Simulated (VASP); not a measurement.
The system is Ir.

```
Ir
1.0
     0.00000    1.92696    1.92696
     1.92696    0.00000    1.92696
     1.92696    1.92696    0.00000
Ir
1
Direct
  0.00000 0.00000 0.00000
```

```yaml
Program: VASP 6.6.1
Task: relaxation of cell and atoms
Functional: PBEsol
Potentials_or_basis: VASP PAW PBE potentials, release 64 (Ir)
Cutoff: 600 eV
k_mesh: 18 × 18 × 18
Occupations: gaussian, width 0.1 eV
Spin: no spin polarisation
```

At the start: pressure -5.9 GPa; volume 14.31 Å³/atom.

Question: Where does the relaxation end?

Answer: Over 4 steps the energy falls by 4.2 meV/atom and the volume is 14.09 Å³/atom (-1.6 %); space group Fm-3m (No. 225, to 0.05 Å).

Step by step:
| step | energy change (eV) | largest force (eV/Å) | pressure (GPa) | volume (Å³) |
| --- | --- | --- | --- | --- |
| 1 | 0.0000 | 0.0000 | -5.89 | 14.31 |
| 2 | 0.0644 | 0.0000 | 27.92 | 13.25 |
| 3 | -0.0042 | 0.0000 | -0.16 | 14.09 |
| 4 | -0.0042 | 0.0000 | -0.01 | 14.09 |

Final structure:
```yaml
crystal:
  lattice:
    - [0.00000, 1.91690, 1.91690]
    - [1.91690, 0.00000, 1.91690]
    - [1.91690, 1.91690, 0.00000]
  atoms:
    - { symbol: Ir, position: [0.00000, 0.00000, 0.00000] }
```

Caveat: the PAW data sets were made with another functional, which shifts forces and pressure a little.
